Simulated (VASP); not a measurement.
Data:

```
CELL_PARAMETERS angstrom
      4.08773     0.00000     0.00000
      0.00000     4.08773     0.00000
      0.00000     0.00000     4.08773
ATOMIC_POSITIONS crystal
  Ca 0.00000 0.00000 0.00000
  B  0.79900 0.50000 0.50000
  B  0.50000 0.20100 0.50000
  B  0.50000 0.79900 0.50000
  B  0.20100 0.50000 0.50000
  B  0.50000 0.50000 0.79900
  B  0.50000 0.50000 0.20100
```

Level of theory: LDA (Ceperley-Alder, Perdew-Zunger), VASP's LDA PAW potentials (set 64) (plane waves; VASP). Run with 520 eV cut-off, 6×6×6 Γ-centred mesh, tetrahedra with Blöchl corrections, potentials Ca_sv B.

The cores are frozen, which limits the accuracy of field gradients.

Problem. Give the principal components of the electric field gradient (V/Å²) and the asymmetry η at each nucleus.

Solution. 
| atom | Vxx | Vyy | Vzz | η |
|---|---|---|---|---|
| Ca1 | 0.0 | 0.0 | 0.0 | - |
| B2 | 8.2 | 8.2 | -16.3 | 0.00 |
| B3 | 8.2 | 8.2 | -16.3 | 0.00 |
| B4 | 8.2 | 8.2 | -16.3 | 0.00 |
| B5 | 8.2 | 8.2 | -16.3 | 0.00 |
| B6 | 8.2 | 8.2 | -16.3 | 0.00 |
| B7 | 8.2 | 8.2 | -16.3 | 0.00 |

The compound is CaB6 in the cab6 structure. It was relaxed first.
